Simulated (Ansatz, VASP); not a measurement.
## NbCd3: VASP beside Ansatz

File INCAR:

```
SYSTEM = NbCd3
PREC = Accurate
ENCUT = 520
EDIFF = 1E-6
ISMEAR = -1
SIGMA = 0.05
LREAL = .False.
LASPH = .True.
NELM = 60
ALGO = Normal
ISIF = 2
LWAVE = .False.
LCHARG = .False.
GGA = PS
NBANDS = 32
```

KPOINTS

```
regular mesh
0
Gamma
  8 8 8
  0 0 0
```

File POSCAR:

```
NbCd3
1.0
    4.2315374934      0.0000000000      0.0000000000
    0.0000000000      4.2315374934      0.0000000000
    0.0000000000      0.0000000000      4.2315374934
Nb Cd
1 3
Direct
    0.0000000000      0.0000000000      0.0000000000
    0.0000000000      0.5000000000      0.5000000000
    0.5000000000      0.0000000000      0.5000000000
    0.5000000000      0.5000000000      0.0000000000
```

Input for Ansatz:

```yaml
crystal:
  lattice:
    - [4.23153749341, 0.0, 0.0]
    - [0.0, 4.23153749341, 0.0]
    - [0.0, 0.0, 4.23153749341]
  atoms:
    - { symbol: Nb, position: [0.0, 0.0, 0.0] }
    - { symbol: Cd, position: [0.0, 0.5, 0.5] }
    - { symbol: Cd, position: [0.5, 0.0, 0.5] }
    - { symbol: Cd, position: [0.5, 0.5, 0.0] }
kpoints:
  mp_grid: { grid: [8, 8, 8] }
scf:
  occupations: { method: fermi_dirac, width: 0.05 }
hamiltonian:
  xc: pbesol
  pseudopotentials: { kind: all_electron, lapw: { basis_error: 0.001 } }
output:
  forces: true
  stress: true
  eigenvalues: true
  eigenstates:
    nscf_kmesh: { grid: [10, 10, 10] }
    de_dk: true
    e_range: [-14, 14]
  optics:
    e_range: [0, 20]
    de: 0.2
    sigma: 0.1
    bands: { spectra_wanted_up_to: 20 }
    nscf_kmesh: { grid: [10, 10, 10] }
    drude_damping: 0.03
checkpoint:
  write: ck
  write_wavefunctions: false
```

Alike in both runs: task single point; functional PBEsol; k mesh 8 × 8 × 8; occupations fermi-dirac, width 0.05 eV; no spin polarisation.

|  | VASP | Ansatz |
| --- | --- | --- |
| version | VASP 6.6.1 | Ansatz 0.2.0 |
| potentials or method | VASP PAW PBE potentials, release 64 (Nb_sv, Cd) | all-electron LAPW, scalar-relativistic |
| plane-wave cutoff (eV) | 520 | see its input |

|  | VASP | Ansatz | Ansatz less VASP |
| --- | --- | --- | --- |
| pressure (GPa) | 0.5 | 0.0 | -0.51 |

Ansatz ran all-electron here, so the differences hold the error of VASP's frozen core and of both bases. Ansatz warned: «optics_on_partly_filled_bands».

Caveats: the PAW data sets were made with another functional, which shifts forces and pressure a little (VASP).
